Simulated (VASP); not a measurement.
Method: LDA (Ceperley-Alder, Perdew-Zunger), VASP's LDA PAW potentials (set 64) (plane waves; VASP).

Input for VASP

File KPOINTS:
```
Automatic mesh
0
Gamma
  12 12 12
```

File POSCAR:
```
LiF
1.0
  0.0000000000   1.9167440810   1.9167440810
  1.9167440810   0.0000000000   1.9167440810
  1.9167440810   1.9167440810   0.0000000000
Li F
1 1
Cartesian
  0.0000000000   0.0000000000   0.0000000000
  1.9167440810   1.9167440810   1.9167440810
```

**INCAR**
```
! general
SYSTEM  = LiF
PREC    = Accurate
ENCUT   = 620
LREAL   = .False.
LASPH   = .True.

! electronic loop
EDIFF   = 1E-6
NELM    = 100
ALGO    = Normal

! smearing
ISMEAR  = 0
SIGMA   = 0.05

! ions
IBRION  = 2
NSW     = 40
ISIF    = 3
EDIFFG  = -0.02
PSTRESS = 50

! output
LWAVE   = .False.
LCHARG  = .False.
```

POTCAR, in this order: Li_sv F (LDA.64 set). Program: vasp_std.

Output of the run:

**OUTCAR**
```
 ion  position               nearest neighbor table
   1  0.000  0.000  0.000-   2 1.92   2 1.92   2 1.92   2 1.92   2 1.92   2 1.92
   2  0.500  0.500  0.500-   1 1.92   1 1.92   1 1.92   1 1.92   1 1.92   1 1.92
  LATTYP: Found a face centered cubic cell.
 ALAT       =     3.8334881620
 Subroutine PRICEL returns:
 Original cell was already a primitive cell.
 Subroutine GETGRP returns: Found 48 space group operations
The static configuration has the point symmetry O_h .
The dynamic configuration has the point symmetry O_h .
 Subroutine INISYM returns: Found 48 space group operations
 Subroutine IBZKPT returns following result:
 Found     72 irreducible k-points:

 Following reciprocal coordinates:
            Coordinates               Weight
  0.000000  0.000000  0.000000      1.000000
  0.083333  0.000000  0.000000      8.000000
  0.166667  0.000000  0.000000      8.000000
  0.250000  0.000000  0.000000      8.000000
  0.333333  0.000000  0.000000      8.000000
  0.416667  0.000000  0.000000      8.000000
  0.500000  0.000000  0.000000      4.000000
  0.083333  0.083333  0.000000      6.000000
  0.166667  0.083333  0.000000     24.000000
...
```

### OSZICAR
```
       N       E                     dE             d eps       ncg     rms          rms(c)
DAV:   1     0.369593940697E+02    0.36959E+02   -0.65529E+03  1320   0.130E+03
DAV:   2    -0.967884779714E+01   -0.46638E+02   -0.45354E+02  1460   0.229E+02
DAV:   3    -0.109702052564E+02   -0.12914E+01   -0.12870E+01  1698   0.358E+01
DAV:   4    -0.109817498286E+02   -0.11545E-01   -0.11539E-01  1715   0.355E+00
DAV:   5    -0.109818049510E+02   -0.55122E-04   -0.55120E-04  1664   0.188E-01    0.426E+00
DAV:   6    -0.105016964878E+02    0.48011E+00   -0.23664E+00  1336   0.124E+01    0.128E+00
DAV:   7    -0.104917092527E+02    0.99872E-02   -0.19318E-02  1762   0.150E+00    0.774E-01
DAV:   8    -0.104871216277E+02    0.45876E-02   -0.84048E-03  1893   0.124E+00    0.827E-02
DAV:   9    -0.104871210352E+02    0.59246E-06   -0.60244E-04  1422   0.295E-01    0.358E-02
DAV:  10    -0.104871293122E+02   -0.82770E-05   -0.39574E-05  1494   0.621E-02    0.378E-03
DAV:  11    -0.104871291751E+02    0.13713E-06   -0.79190E-07  1182   0.124E-02
   1 F= -.10047606E+02 E0= -.10047606E+02  d E =-.100476E+02
```

OUTCAR:
```
------------------------ aborting loop because EDIFF is reached ----------------------------------------
  FORCE on cell =-STRESS in cart. coord.  units (eV):
  Direction    XX          YY          ZZ          XY          YZ          ZX
  --------------------------------------------------------------------------------------
  Total        0.4394555      0.4394555      0.4394555     -0.0000000      0.0000000     -0.0000000
  in kB       49.9922962     49.9922962     49.9922962     -0.0000000      0.0000000     -0.0000000
  external PRESSURE =      -0.0077038 kB  Pullay stress =      50.0000000 kB
  volume of cell :       14.08
      direct lattice vectors                 reciprocal lattice vectors
     0.000000000  1.916744081  1.916744081    -0.260859029  0.260859029  0.260859029
     1.916744081  0.000000000  1.916744081     0.260859029 -0.260859029  0.260859029
     1.916744081  1.916744081  0.000000000     0.260859029  0.260859029 -0.260859029
  FREE ENERGIE OF THE ION-ELECTRON SYSTEM (eV)
  ---------------------------------------------------
  free  energy   TOTEN  =       -10.4871291751 eV

  energy  without entropy=      -10.4871291751  energy(sigma->0) =      -10.48712918
  enthalpy is  TOTEN    =       -10.0476059690 eV   P V=        0.4395232061

 reached required accuracy - stopping structural energy minimisation
```
(Selected blocks of OUTCAR.)

The compound is LiF in the rock salt structure. It was relaxed first under an external pressure of 5 GPa.
